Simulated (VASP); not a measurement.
```yaml
crystal:
  lattice:
    - [0.00000, 3.28645, 3.28645]
    - [3.28645, 0.00000, 3.28645]
    - [3.28645, 3.28645, 0.00000]
  atoms:
    - { symbol: W, position: [0.00000, 0.00000, 0.00000] }
    - { symbol: Te, position: [0.25000, 0.25000, 0.25000] }
    - { symbol: Te, position: [0.75000, 0.75000, 0.75000] }
```

Level of theory: PBEsol GGA, VASP's PBE PAW potentials (set 64) (plane waves; VASP). Numerical set-up: 400 eV cut-off, Gaussian smearing of 0.050 eV, potentials W_sv Te.

Unless said otherwise, spin-orbit coupling is left out, though it shifts the bands of the heavy elements here.

Problem. Estimate the band gap (along the path) with the smallest direct gap where there is one.

Solution. 
The band gap (along the path) comes out as none (metal, semimetal or under 0.01 eV).

The structure was generated: Te2W was put into the fluorite type (Fm-3m), which need not be its known phase. It was relaxed first, which changed the volume by -8 %.
